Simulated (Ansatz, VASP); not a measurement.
# Cross-check of KTaO3 between VASP and Ansatz, part 2 of 3

Aim: how closely do two programs agree when they are given the same cell, functional and k mesh? The cell is taken from a series of runs on this material, whose earlier steps may have relaxed, scaled, displaced or heated it; both programs get it as it stands.

VASP 6.6.1 and Ansatz 0.2.0.

So far: Set-up; Ansatz: zone-centre phonons, PBE.

### 3. VASP: zone-centre phonons, PBE

Level of this step: PBE; plane waves and PAW (O, K_sv, Ta_pv) (VASP).

The same cell, functional and mesh now go to VASP, with its own data sets.

Lines of VASP's logs that name or quote its potential files are left out, and so is its time.

Input file INCAR:

```
SYSTEM = KTaO3
PREC = Accurate
ENCUT = 600
EDIFF = 1E-08
NELM = 120
ISMEAR = 0
SIGMA = 0.01
LREAL = .FALSE.
ALGO = Normal
GGA = PE
NBANDS = 25
LASPH = .TRUE.
LORBIT = 11
LWAVE = .FALSE.
LCHARG = .FALSE.
ISIF = 2
IBRION = 8
LEPSILON = .TRUE.
GGA_COMPAT = .FALSE.
EFERMI = MIDGAP
KPAR = 2
```

Input file POSCAR:

```
KTaO3
1.0
    3.9961976442      0.0000000000      0.0000000000
    0.0000000000      3.9961976442      0.0000000000
    0.0000000000      0.0000000000      3.9961976442
O K Ta
3 1 1
Direct
    0.5000000000      0.0000000000      0.0000000000
    0.0000000000      0.5000000000      0.0000000000
    0.0000000000      0.0000000000      0.5000000000
    0.5000000000      0.5000000000      0.5000000000
    0.0000000000      0.0000000000      0.0000000000
```

Input file KPOINTS:

```
Automatic mesh
0
Gamma
8 8 8
0 0 0
```

The projector-augmented-wave data sets are O, K_sv and Ta_pv (PBE family, release 64).

Launch:

```sh
mpirun -np 2 vasp_std
```

What it wrote:

```text
[banner, memory and clock lines left out]
running    2 mpi-ranks, on    1 nodes
 distrk:  each k-point on    1 cores,    2 groups
 distr:  one band on    1 cores,    1 groups

 POSCAR found type information on POSCAR O K Ta
 POSCAR found :  3 types and       5 ions
 LDA part: xc-table for (Slater+PW92), standard interpolation
 POSCAR, INCAR and KPOINTS ok, starting setup
 FFT: planning ... GRIDC
 FFT: planning ... GRID_SOFT
 FFT: planning ... GRID
 WAVECAR not read
 entering main loop
       N       E                     dE             d eps       ncg     rms          rms(c)
DAV:   1     0.350975243874E+03    0.35098E+03   -0.22753E+04  1750   0.170E+03
DAV:   2    -0.290890934058E+02   -0.38006E+03   -0.37064E+03  2101   0.454E+02
DAV:   3    -0.487671232762E+02   -0.19678E+02   -0.19607E+02  2348   0.101E+02
DAV:   4    -0.496258937433E+02   -0.85877E+00   -0.85778E+00  3018   0.128E+01
DAV:   5    -0.496322567469E+02   -0.63630E-02   -0.63626E-02  2294   0.104E+00    0.336E+01
DAV:   6    -0.412306787723E+02    0.84016E+01   -0.39935E+01  2400   0.429E+01    0.130E+01
DAV:   7    -0.411168950371E+02    0.11378E+00   -0.22602E+00  2186   0.940E+00    0.906E+00
DAV:   8    -0.410687451242E+02    0.48150E-01   -0.42912E-01  2291   0.564E+00    0.263E+00
DAV:   9    -0.410526169068E+02    0.16128E-01   -0.36560E-02  2209   0.151E+00    0.421E-01
DAV:  10    -0.410514239460E+02    0.11930E-02   -0.11592E-02  2449   0.712E-01    0.816E-02
DAV:  11    -0.410514754794E+02   -0.51533E-04   -0.67854E-04  2386   0.175E-01    0.295E-02
DAV:  12    -0.410515057061E+02   -0.30227E-04   -0.70560E-05  2416   0.731E-02    0.828E-03
DAV:  13    -0.410515047581E+02    0.94794E-06   -0.66491E-06  2322   0.220E-02    0.409E-03
DAV:  14    -0.410515047837E+02   -0.25518E-07   -0.10875E-06  2330   0.734E-03    0.376E-03
DAV:  15    -0.410515047316E+02    0.52036E-07   -0.11711E-07  2396   0.296E-03    0.563E-04
DAV:  16    -0.410515047107E+02    0.20950E-07   -0.24384E-08  1868   0.108E-03    0.593E-05
DAV:  17    -0.410515047104E+02    0.25011E-09   -0.86892E-10  1488   0.259E-04
   1 F= -.41051505E+02 E0= -.41051505E+02  d E =0.000000E+00
 Linear response reoptimize wavefunctions to high precision
DAV:   1    -0.410515047193E+02   -0.89026E-08   -0.33383E-10  1564   0.164E-04
DAV:   2    -0.410515047194E+02   -0.33197E-10   -0.79289E-11  1253   0.608E-05
 Linear response G [H, r] |phi>, progress :
  Direction:   1
       N       E                     dE             d eps       ncg     rms
RMM:   1    -0.135768025040E+03   -0.13577E+03    0.66987E+02  2937   0.199E+02
RMM:   2    -0.129209160391E+03    0.65589E+01   -0.29739E+01  2982   0.346E+01
RMM:   3    -0.129593045573E+03   -0.38389E+00   -0.36132E+00  3523   0.708E+00
RMM:   4    -0.129674704100E+03   -0.81659E-01   -0.56744E-01  3843   0.227E+00
RMM:   5    -0.129698250556E+03   -0.23546E-01   -0.13774E-01  4026   0.100E+00
RMM:   6    -0.129705224770E+03   -0.69742E-02   -0.38949E-02  4104   0.485E-01
RMM:   7    -0.129707008894E+03   -0.17841E-02   -0.31508E-03  4198   0.260E-01
RMM:   8    -0.129707516718E+03   -0.50782E-03    0.17407E-03  4284   0.154E-01
RMM:   9    -0.129707685152E+03   -0.16843E-03    0.16648E-02  4309   0.973E-02
RMM:  10    -0.129707750665E+03   -0.65514E-04    0.40249E-03  4216   0.655E-02
RMM:  11    -0.129707791675E+03   -0.41009E-04   -0.17136E-03  4087   0.464E-02
RMM:  12    -0.129707799971E+03   -0.82965E-05    0.11169E-03  4026   0.349E-02
RMM:  13    -0.129707812240E+03   -0.12269E-04   -0.37807E-03  3956   0.275E-02
RMM:  14    -0.129707816105E+03   -0.38647E-05   -0.14377E-04  3937   0.230E-02
RMM:  15    -0.129707823532E+03   -0.74274E-05   -0.19417E-03  3920   0.203E-02
RMM:  16    -0.129707822516E+03    0.10163E-05   -0.15474E-03  3934   0.184E-02
RMM:  17    -0.129707830330E+03   -0.78134E-05   -0.22417E-03  3915   0.174E-02
RMM:  18    -0.129707830397E+03   -0.67409E-07   -0.84829E-04  3920   0.166E-02
RMM:  19    -0.129707828292E+03    0.21046E-05   -0.14708E-03  3906   0.162E-02
RMM:  20    -0.129707830808E+03   -0.25154E-05   -0.11383E-03  3907   0.159E-02
 Linear response G [H, r] |phi>, progress :
  Direction:   2
       N       E                     dE             d eps       ncg     rms
RMM:   1    -0.148418492768E+03   -0.14842E+03    0.50982E+02  2916   0.197E+02
RMM:   2    -0.148036130047E+03    0.38236E+00   -0.31710E+01  2880   0.366E+01
RMM:   3    -0.148475169455E+03   -0.43904E+00   -0.47281E+00  3557   0.809E+00
RMM:   4    -0.148547926897E+03   -0.72757E-01   -0.76102E-01  3918   0.274E+00
RMM:   5    -0.148581486781E+03   -0.33560E-01   -0.16664E-01  4087   0.121E+00
RMM:   6    -0.148590246936E+03   -0.87602E-02   -0.45082E-02  4138   0.572E-01
RMM:   7    -0.148592498232E+03   -0.22513E-02   -0.21070E-02  4234   0.305E-01
RMM:   8    -0.148593149825E+03   -0.65159E-03    0.15827E-02  4313   0.178E-01
RMM:   9    -0.148593335354E+03   -0.18553E-03   -0.13615E-02  4297   0.114E-01
[...]
RMM:   8    -0.380368065395E+00   -0.75519E-05   -0.49088E-06  7889   0.305E-03    0.368E-04
RMM:   9    -0.380368770617E+00   -0.70522E-06   -0.14259E-07  8157   0.161E-03    0.182E-04
RMM:  10    -0.380368200673E+00    0.56994E-06    0.10090E-06  8079   0.101E-03    0.450E-05
RMM:  11    -0.380367821053E+00    0.37962E-06    0.17361E-06  8526   0.685E-04    0.238E-05
[...]
RMM:  10    -0.370804000622E+00    0.41740E-06   -0.66845E-07 14509   0.943E-04    0.727E-05
RMM:  11    -0.370803795627E+00    0.20499E-06   -0.60913E-07 14596   0.700E-04    0.408E-05
RMM:  12    -0.370803871315E+00   -0.75688E-07   -0.52248E-07 14705   0.575E-04    0.269E-05
RMM:  13    -0.370803887920E+00   -0.16606E-07   -0.11992E-07 14665   0.501E-04    0.143E-05
RMM:  14    -0.370803952987E+00   -0.65067E-07   -0.75852E-07 14661   0.457E-04    0.276E-06
RMM:  15    -0.370803930983E+00    0.22005E-07   -0.24553E-08 14399   0.430E-04    0.625E-06
[...]
RMM:  27    -0.370803961921E+00   -0.97228E-10   -0.24133E-07 13370   0.383E-04    0.173E-06
RMM:  28    -0.370803961685E+00    0.23658E-09   -0.78450E-07 13402   0.383E-04    0.130E-06
RMM:  29    -0.370803962633E+00   -0.94842E-09    0.16186E-07 13410   0.383E-04    0.173E-06
RMM:  30    -0.370803962364E+00    0.26955E-09   -0.46598E-07 13455   0.383E-04    0.140E-06
RMM:  31    -0.370803962092E+00    0.27205E-09   -0.47273E-07 13456   0.383E-04    0.197E-06
RMM:  32    -0.370803962605E+00   -0.51342E-09   -0.26084E-07 13465   0.383E-04    0.151E-06
RMM:  33    -0.370803962046E+00    0.55955E-09   -0.33798E-07 13473   0.383E-04    0.180E-06
RMM:  34    -0.370803962832E+00   -0.78638E-09   -0.82307E-07 13505   0.383E-04    0.171E-06
 first order change of Fermi-energy   0.11813E-03
 force on displaced ion       1 direction 2 :   0.000  -4.749   0.000
 Born effective charge ion    1 direction 2 :   0.000  -1.670   0.000
 Linear response progress:
  Degree of freedom:   3/  4
       N       E                     dE             d eps       ncg     rms          rms(c)
RMM:   1    -0.312364233007E+00   -0.31236E+00    0.18902E-01  6438   0.261E+00
RMM:   2    -0.313341818316E+00   -0.97759E-03   -0.34753E-02  6664   0.667E-01    0.494E-02
RMM:   3    -0.314757184213E+00   -0.14154E-02   -0.66470E-03  7158   0.231E-01    0.256E-02
RMM:   4    -0.315070040761E+00   -0.31286E-03   -0.11733E-03  7753   0.744E-02    0.264E-02
RMM:   5    -0.315114488522E+00   -0.44448E-04   -0.27979E-04  7889   0.341E-02    0.200E-02
RMM:   6    -0.315146502099E+00   -0.32014E-04   -0.45896E-05  7446   0.219E-02    0.997E-03
RMM:   7    -0.315165399021E+00   -0.18897E-04   -0.13470E-05  7677   0.910E-03    0.130E-03
RMM:   8    -0.315172131450E+00   -0.67324E-05   -0.14873E-05  8242   0.425E-03    0.607E-04
RMM:   9    -0.315176028443E+00   -0.38970E-05   -0.66834E-06  8035   0.245E-03    0.843E-04
RMM:  10    -0.315175030904E+00    0.99754E-06   -0.33327E-07  8007   0.157E-03    0.455E-04
RMM:  11    -0.315173376632E+00    0.16543E-05   -0.22901E-06  8033   0.106E-03    0.680E-05
RMM:  12    -0.315172391975E+00    0.98466E-06   -0.73933E-07  8164   0.758E-04    0.148E-04
RMM:  13    -0.315173095092E+00   -0.70312E-06   -0.42724E-07  8165   0.595E-04    0.783E-05
RMM:  14    -0.315172948090E+00    0.14700E-06   -0.39083E-07  8514   0.492E-04    0.709E-05
[...]
RMM:  22    -0.315172577214E+00    0.51231E-08   -0.59340E-07  8207   0.348E-04    0.239E-06
RMM:  23    -0.315172566007E+00    0.11207E-07    0.24946E-07  8546   0.347E-04    0.174E-06
RMM:  24    -0.315172563992E+00    0.20151E-08   -0.55747E-07  8050   0.346E-04    0.188E-06
RMM:  25    -0.315172558304E+00    0.56881E-08   -0.17922E-07  8379   0.346E-04    0.111E-06
RMM:  26    -0.315172549015E+00    0.92881E-08   -0.61136E-07  8535   0.346E-04    0.649E-07
RMM:  27    -0.315172549630E+00   -0.61438E-09   -0.24700E-07  8165   0.345E-04    0.505E-07
RMM:  28    -0.315172550776E+00   -0.11458E-08   -0.17725E-07  8046   0.345E-04    0.459E-07
RMM:  29    -0.315172548709E+00    0.20668E-08   -0.77545E-10  8076   0.345E-04    0.682E-07
 first order change of Fermi-energy  -0.14227E-03
 force on displaced ion       4 direction 1 :  -4.185   0.000  -0.000
 Born effective charge ion    4 direction 1 :   1.151   0.000   0.000
 Linear response progress:
  Degree of freedom:   4/  4
       N       E                     dE             d eps       ncg     rms          rms(c)
RMM:   1    -0.191014429815E+00   -0.19101E+00    0.78247E+00  4483   0.162E+01
RMM:   2    -0.214410599841E+00   -0.23396E-01   -0.34679E-02  5812   0.117E+00    0.146E-01
RMM:   3    -0.213077385267E+00    0.13332E-02   -0.16657E-03  6434   0.194E-01    0.791E-02
RMM:   4    -0.211953239587E+00    0.11241E-02   -0.27506E-04  6874   0.948E-02    0.265E-02
RMM:   5    -0.211689206182E+00    0.26403E-03   -0.29419E-05  7229   0.286E-02    0.636E-03
RMM:   6    -0.211626432492E+00    0.62774E-04   -0.73295E-06  7717   0.101E-02    0.223E-03
RMM:   7    -0.211618580594E+00    0.78519E-05   -0.18956E-06  7557   0.395E-03    0.687E-04
RMM:   8    -0.211618461977E+00    0.11862E-06   -0.95657E-08  8119   0.180E-03    0.334E-04
RMM:   9    -0.211619626457E+00   -0.11645E-05   -0.13743E-06  8086   0.112E-03    0.944E-05
RMM:  10    -0.211619894500E+00   -0.26804E-06    0.61631E-08  8242   0.733E-04    0.314E-05
RMM:  11    -0.211619923402E+00   -0.28903E-07   -0.27522E-07  8860   0.534E-04    0.255E-05
RMM:  12    -0.211619961189E+00   -0.37787E-07    0.33915E-07  8604   0.432E-04    0.163E-05
RMM:  13    -0.211619970473E+00   -0.92833E-08   -0.53680E-07  8704   0.369E-04    0.454E-06
RMM:  14    -0.211619971897E+00   -0.14246E-08   -0.37159E-07  8953   0.328E-04    0.658E-06
RMM:  15    -0.211619997681E+00   -0.25784E-07   -0.24407E-07  8783   0.302E-04    0.378E-06
RMM:  16    -0.211620025949E+00   -0.28268E-07   -0.38706E-07  8904   0.284E-04    0.137E-06
RMM:  17    -0.211620011939E+00    0.14010E-07    0.33897E-07  8707   0.272E-04    0.465E-06
RMM:  18    -0.211620023054E+00   -0.11115E-07   -0.19231E-07  8632   0.263E-04    0.387E-06
RMM:  19    -0.211620040419E+00   -0.17366E-07   -0.13989E-07  8901   0.257E-04    0.202E-06
RMM:  20    -0.211620045880E+00   -0.54603E-08   -0.22954E-07  8785   0.252E-04    0.119E-06
RMM:  21    -0.211620048940E+00   -0.30601E-08   -0.14953E-07  8361   0.249E-04    0.198E-06
RMM:  22    -0.211620044145E+00    0.47945E-08    0.12116E-07  8359   0.246E-04    0.204E-06
RMM:  23    -0.211620046780E+00   -0.26353E-08   -0.15917E-07  8355   0.245E-04    0.214E-06
RMM:  24    -0.211620037870E+00    0.89100E-08   -0.13490E-08  8661   0.244E-04    0.350E-06
 first order change of Fermi-energy   0.33483E-03
 force on displaced ion       5 direction 1 :  -2.427   0.000  -0.000
 Born effective charge ion    5 direction 1 :   8.767   0.000   0.000
 Born effective charges drift removed
 Linear response finished
```

(Continued in part 3 of 3.)

[Lines on the potential files, build, host, timing and source positions are cut from VASP's logs without a mark.]

[Logs are printed without paths, hosts, clocks, repeated set-up lines and the standing remarks that a program may print on its own settings, such as how far it seeks lower states.]

[Hosts, paths, dates, database ids (printed as entryN), source tags and the programs' standing remarks are cut or masked in the printed files.]
